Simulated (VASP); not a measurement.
Crystal: KMgF3.

```
K Mg F
1.0
     3.98590    0.00000    0.00000
     0.00000    3.98590    0.00000
     0.00000    0.00000    3.98590
K Mg F
1 1 3
Direct
  0.50000 0.50000 0.50000
  0.00000 0.00000 0.00000
  0.50000 0.00000 0.00000
  0.00000 0.50000 0.00000
  0.00000 0.00000 0.50000
```

| Quantity | Value |
| --- | --- |
| Program | VASP 6.6.1 |
| Task | relaxation of cell and atoms |
| Functional | PBE |
| Potentials or basis | VASP PAW PBE potentials, release 64 (K_sv, Mg, F) |
| Cutoff | 600 eV |
| k mesh | 6 × 6 × 6 |
| Occupations | gaussian, width 0.02 eV |
| Spin | no spin polarisation |

At the start: pressure 3.2 GPa; volume 12.67 Å³/atom.

Task: Where does the relaxation end?

Result: Over 3 steps the energy falls by 5.5 meV/atom and the volume is 13.24 Å³/atom (+4.5 %); space group Pm-3m (No. 221, to 0.05 Å).

The path:
```csv
step,energy change (eV),largest force (eV/Å),pressure (GPa),volume (Å³)
1,0.0000,0.0000,3.24,63.33
2,-0.0269,0.0000,0.50,65.70
3,-0.0276,0.0000,-0.04,66.21
```

Final structure:
```yaml
crystal:
  lattice:
    - [4.04545, 0.00000, 0.00000]
    - [0.00000, 4.04545, 0.00000]
    - [0.00000, 0.00000, 4.04545]
  atoms:
    - { symbol: K, position: [0.50000, 0.50000, 0.50000] }
    - { symbol: Mg, position: [0.00000, 0.00000, 0.00000] }
    - { symbol: F, position: [0.50000, 0.00000, 0.00000] }
    - { symbol: F, position: [0.00000, 0.50000, 0.00000] }
    - { symbol: F, position: [0.00000, 0.00000, 0.50000] }
```
